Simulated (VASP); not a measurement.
Input of a VASP 6.6.1 run:

INCAR

```
  ALGO = Normal
  EDIFF = 1E-7
  ENCUT = 520
  GGA = PE
  ISIF = 2
  ISMEAR = -1
  LASPH = True
  LCHARG = False
  LREAL = False
  LWAVE = False
  NBANDS = 18
  NELM = 60
  PREC = Accurate
  SIGMA = 0.05
```

File KPOINTS:

```
k-points
0
Gamma
  9 9 9
```

POSCAR

```
Be2P
1.0
    1.7163400000      0.9909300000      7.4133300000
   -1.7163400000      0.9909300000      7.4133300000
    0.0000000000     -1.9818600000      7.4133300000
Be P
4 2
Direct
    0.1395000000      0.1395000000      0.1395000000
    0.9531900000      0.9531900000      0.9531900000
    0.8606400000      0.8606400000      0.8606400000
    0.0479400000      0.0479400000      0.0479400000
    0.7613500000      0.7613500000      0.7613500000
    0.5735700000      0.5735700000      0.5735700000
```

Potentials or basis: VASP PAW PBE potentials, release 64 (Be, P).

The run is started by

```bash
$ cat potpaw_PBE.64/Be/POTCAR potpaw_PBE.64/P/POTCAR > POTCAR
$ mpirun -np 1 vasp_std > vasp.out
```

(1) Predict the band gap on the k mesh.

(2) What does it give for the pressure?

## Answers

(1) none (metal or under the smearing width).

(2) 0.0 GPa.
